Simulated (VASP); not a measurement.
# Ti8C3N5 (R-3m) in VASP: a series of runs

The runs below take Ti8C3N5 through relaxation of cell and atoms, with PBEsol.

Program: VASP 6.6.1. These are calculated values, not measurements. Logs are shortened: lines on timing, memory, paths and dates and some standing lists are left out, and cuts for length are marked.

### Step 1. The structure

The structure is trigonal, space group R-3m (No. 166). Conventional cell: a = 6.036 Å, b = 6.036 Å, c = 14.786 Å, α = 90.00°, β = 90.00°, γ = 120.00°. Ti (site symmetry m) has 4 N at 2.13 Å and 2 C at 2.13 Å as nearest neighbours. Ti (site symmetry 3m) has 3 N at 2.13 Å and 3 C at 2.13 Å as nearest neighbours. Around N (site symmetry 2/m) lie 6 Ti at 2.13 Å. N (site symmetry -3m) has 6 Ti at 2.13 Å as nearest neighbours. N (site symmetry -3m) has 6 Ti at 2.13 Å as nearest neighbours. C (site symmetry 2/m) has 6 Ti at 2.13 Å as nearest neighbours.

The cell was built by a generator and needn't be a form met in nature.

### Step 2. Relaxation of cell and atoms, PBEsol

The input, INCAR:

```
SYSTEM = Ti8C3N5
PREC = Accurate
ENCUT = 600
EDIFF = 1E-6
ISMEAR = 1
SIGMA = 0.1
LREAL = .False.
LASPH = .True.
NELM = 80
ALGO = Normal
ISIF = 3
LWAVE = .False.
LCHARG = .False.
GGA = PS
IBRION = 2
NSW = 90
EDIFFG = -0.01
KPAR = 4
```

The input, KPOINTS:

```
regular mesh
0
Gamma
  9 9 8
  0 0 0
```

The input, POSCAR:

```
Ti8C3N5
1.0
   -4.2682250000      4.2682250000      0.0000000000
   -4.2682250000      0.0000000000      4.2682250000
    0.0000000000      4.2682250000      4.2682250000
Ti N C
8 5 3
Direct
    0.0000000000      0.0000000000      0.0000000000
    0.5000000000      0.0000000000      0.0000000000
    0.0000000000      0.5000000000      0.0000000000
    0.0000000000      0.0000000000      0.5000000000
    0.5000000000      0.5000000000      0.0000000000
    0.5000000000      0.0000000000      0.5000000000
    0.0000000000      0.5000000000      0.5000000000
    0.5000000000      0.5000000000      0.5000000000
    0.7500000000      0.7500000000      0.7500000000
    0.2500000000      0.7500000000      0.7500000000
    0.7500000000      0.2500000000      0.7500000000
    0.7500000000      0.7500000000      0.2500000000
    0.2500000000      0.2500000000      0.7500000000
    0.2500000000      0.7500000000      0.2500000000
    0.7500000000      0.2500000000      0.2500000000
    0.2500000000      0.2500000000      0.2500000000
```

Potentials or basis: VASP PAW PBE potentials, release 64 (Ti_sv, N, C).

The run is started by

```sh
cat potpaw_PBE.64/Ti_sv/POTCAR potpaw_PBE.64/N/POTCAR potpaw_PBE.64/C/POTCAR > POTCAR
mpirun -np 4 vasp_std > vasp.out
```

OUTCAR:

```text
SYSTEM = Ti8C3N5
   PREC = Accurate
   ENCUT = 600
   EDIFF = 1E-6
   ISMEAR = 1
   LREAL = .False.
   LASPH = .True.
   NELM = 80
   ISIF = 3
   GGA = PS
   IBRION = 2
   NSW = 90
   EDIFFG = -0.01

 ion  position               nearest neighbor table
   1  0.000  0.000  0.000-  10 2.13  11 2.13  12 2.13  13 2.13  14 2.13  15 2.13
   2  0.500  0.000  0.000-   9 2.13  11 2.13  12 2.13  13 2.13  14 2.13  16 2.13
   3  0.000  0.500  0.000-   9 2.13  10 2.13  12 2.13  13 2.13  15 2.13  16 2.13
   4  0.000  0.000  0.500-   9 2.13  10 2.13  11 2.13  14 2.13  15 2.13  16 2.13
   5  0.500  0.500  0.000-   9 2.13  10 2.13  11 2.13  14 2.13  15 2.13  16 2.13
   6  0.500  0.000  0.500-   9 2.13  10 2.13  12 2.13  13 2.13  15 2.13  16 2.13
[... 8 lines left out ...]
  15  0.750  0.250  0.250-   1 2.13   3 2.13   4 2.13   5 2.13   6 2.13   8 2.13
  16  0.250  0.250  0.250-   2 2.13   3 2.13   4 2.13   5 2.13   6 2.13   7 2.13

  LATTYP: Found a face centered cubic cell.
 ALAT       =     8.5364500000

  Lattice vectors:

 A1 = (  -4.2682250000,   4.2682250000,   0.0000000000)
 A2 = (  -4.2682250000,   0.0000000000,   4.2682250000)
 A3 = (   0.0000000000,   4.2682250000,   4.2682250000)

Analysis of symmetry for initial positions (statically):
=====================================================================
 Subroutine PRICEL returns:
 Original cell was already a primitive cell.

 Routine SETGRP: Setting up the symmetry group for a
 face centered cubic supercell.

 Subroutine GETGRP returns: Found 12 space group operations
 (whereof  2 operations were pure point group operations)
 out of a pool of 48 trial point group operations.

The static configuration has the point symmetry C_1h.
 The point group associated with its full space group is D_3d.

Analysis of symmetry for dynamics (positions and initial velocities):
=====================================================================
 Subroutine PRICEL returns:
 Original cell was already a primitive cell.

 Routine SETGRP: Setting up the symmetry group for a
 face centered cubic supercell.

 Subroutine GETGRP returns: Found 12 space group operations
 (whereof  2 operations were pure point group operations)
 out of a pool of 48 trial point group operations.

The dynamic configuration has the point symmetry C_1h.
 The point group associated with its full space group is D_3d.

 Subroutine INISYM returns: Found 12 space group operations
 (whereof  2 operations are pure point group operations),
 and found     1 'primitive' translations

----------------------------------------------------------------------------------------

[... 168 lines left out ...]
   LHFCALC =     F    Hartree Fock is set to
   AEXX    =    0.0000 exact exchange contribution
   IVDW    =     0    specifies the selected vdW correction
   LEPSILON=     F    determine dielectric tensor
   LRPA    =     F    only Hartree local field effects (RPA)
 conjugate gradient relaxation of ions
 non-spin polarized calculation
 Methfessel and Paxton  Order N= 1 SIGMA  =   0.10
  energy-cutoff  :      600.00
  volume of cell :      155.51
 maximum number of plane-waves:      5210
   NGX = 25   NGY = 25   NGZ = 25

--------------------------------------- Ionic step        1  -------------------------------------------

 number of electron     133.0000026 magnetization

 Free energy of the ion-electron system (eV)
  ---------------------------------------------------
  ext. energy  EPLUGINS =         0.00000000
  ---------------------------------------------------
  free energy    TOTEN  =      -163.71130716 eV

  energy without entropy =     -163.70931417  energy(sigma->0) =     -163.71064283

------------------------ aborting loop because EDIFF is reached ----------------------------------------

  FORCE on cell =-STRESS in cart. coord.  units (eV):
  Direction    XX          YY          ZZ          XY          YZ          ZX
  --------------------------------------------------------------------------------------
  -------------------------------------------------------------------------------------
  Total       -5.7315316     -5.7315316     -5.7315316      0.0456985      0.0456985      0.0456985
  in kB      -59.0485669    -59.0485669    -59.0485669      0.4708046      0.4708046      0.4708046
  external PRESSURE =     -59.0485669 kB  Pullay stress =       0.0000000 kB
[... 131 lines left out ...]
  FREE ENERGIE OF THE ION-ELECTRON SYSTEM (eV)
  ---------------------------------------------------
  free  energy   TOTEN  =      -163.7806747398 eV

  energy  without entropy=     -163.7785353130  energy(sigma->0) =     -163.77996160

[... ionic steps 4 to 8 ...]

--------------------------------------- Ionic step        9  -------------------------------------------

 number of electron     133.0000007 magnetization

------------------------ aborting loop because EDIFF is reached ----------------------------------------
[... 95 lines left out ...]
--------------------------------------- Ionic step       11  -------------------------------------------

 number of electron     133.0000007 magnetization

 Free energy of the ion-electron system (eV)
  ---------------------------------------------------
  ext. energy  EPLUGINS =         0.00000000
  ---------------------------------------------------
  free energy    TOTEN  =      -163.78332474 eV

  energy without entropy =     -163.78087890  energy(sigma->0) =     -163.78250946

 E-fermi :  10.9722     XC(G=0): -13.2219

 val. band max:       10.9718236296   @ k =   0.4444   0.3333   0.2500
 cond. band min:      10.9765179099   @ k =   0.2222   0.2222   0.3750
 fundamental gap:      0.0046942804
 Fermi energy:        10.9722289727

 k-point     1 :       0.0000    0.0000    0.0000
  band No.  band energies     occupation
      1     -46.2810      2.00000
      2     -46.2007      2.00000
      3     -46.2002      2.00000
      4     -46.2002      2.00000
      5     -46.1679      2.00000
      6     -46.1679      2.00000
[... 1933 lines left out ...]
     77      12.8823     -0.00000
     78      13.0551      0.00000

 [... further k-points ...]

 [bands above 78 left out]

------------------------ aborting loop because EDIFF is reached ----------------------------------------

  FORCE on cell =-STRESS in cart. coord.  units (eV):
  Direction    XX          YY          ZZ          XY          YZ          ZX
  --------------------------------------------------------------------------------------
  -------------------------------------------------------------------------------------
  Total       -0.0030433     -0.0030433     -0.0030433     -0.0331567     -0.0331567     -0.0331567
  in kB       -0.0320205     -0.0320205     -0.0320205     -0.3488592     -0.3488592     -0.3488592
  external PRESSURE =      -0.0320205 kB  Pullay stress =       0.0000000 kB
[... 31 lines left out ...]
  FREE ENERGIE OF THE ION-ELECTRON SYSTEM (eV)
  ---------------------------------------------------
  free  energy   TOTEN  =      -163.7833247433 eV

  energy  without entropy=     -163.7808788972  energy(sigma->0) =     -163.78250946

 reached required accuracy - stopping structural energy minimisation
```

Wall time 2.4 h (4 MPI ranks of AMD EPYC 7R43 (Zen 3), shared host); peak memory 1.8 GiB.

Results:

| Item | Value |
| --- | --- |
| Free energy | -163.7833 eV |
| Relaxed volume | 9.52 Å³/atom |
| Relaxed cell | a = 5.991 Å, b = 5.991 Å, c = 5.997 Å, α = 60.03°, β = 60.03°, γ = 60.00° |
| Space group after relaxing (to 0.05 Å) | R-3m (No. 166) |
| Energy gained by relaxing | 4.5 meV/atom |
| Ionic steps | 11 |
| Pressure after relaxing | 0.0 GPa |
| Largest force after relaxing | 0.004 eV/Å |
| Band gap on the k mesh | none (metal or under the smearing width) |

Forces in eV/Å, atoms in the order of the input:
```
Ti  -0.002  0.003  0.003
Ti   0.003 -0.002  0.003
Ti   0.003  0.003 -0.002
Ti  -0.002 -0.002 -0.002
Ti   0.002  0.002  0.002
Ti  -0.003 -0.003  0.002
Ti  -0.003  0.002 -0.003
Ti   0.002 -0.003 -0.003
N    0.000  0.000  0.000
N    0.000  0.000  0.000
N    0.000  0.000  0.000
N    0.000  0.000  0.000
N    0.000  0.000  0.000
C    0.000  0.000  0.000
C    0.000  0.000  0.000
C    0.000  0.000  0.000
```

The path:
```
step  energy change (eV)  largest force (eV/Å)  pressure (GPa)  volume (Å³)
   1              0.0000                0.2837           -5.90       155.51
   2              0.0679                0.2634            9.60       147.59
   3             -0.0694                0.1257            0.16       152.16
   4             -0.0694                0.1225            0.26       152.09
   5             -0.0715                0.0786            0.10       152.24
   6             -0.0715                0.0760            0.06       152.24
   7             -0.0719                0.0335           -0.06       152.32
   8             -0.0719                0.0084           -0.21       152.40
   9             -0.0719                0.0100           -0.20       152.36
  10             -0.0719                0.0213            0.17       152.17
  11             -0.0720                0.0040            0.00       152.28
```

Final structure:
```
CELL_PARAMETERS angstrom
-4.23652 4.23652 0.00000
-4.23652 0.00000 4.23652
0.00373 4.24025 4.24025
ATOMIC_POSITIONS crystal
Ti 0.99999 0.99999 0.00210
Ti 0.49791 0.99999 0.00210
Ti 0.99999 0.49791 0.00210
Ti 0.99999 0.99999 0.50003
Ti 0.50001 0.50001 0.99997
Ti 0.50001 0.00209 0.49790
Ti 0.00209 0.50001 0.49790
Ti 0.50001 0.50001 0.49790
N 0.75000 0.75000 0.75000
N 0.25000 0.75000 0.75000
N 0.75000 0.25000 0.75000
N 0.75000 0.75000 0.25000
N 0.25000 0.25000 0.75000
C 0.25000 0.75000 0.25000
C 0.75000 0.25000 0.25000
C 0.25000 0.25000 0.25000
```

Caveat: the PAW data sets were made with another functional, which shifts forces and pressure a little.

(Part 1 of 2 ends here.)
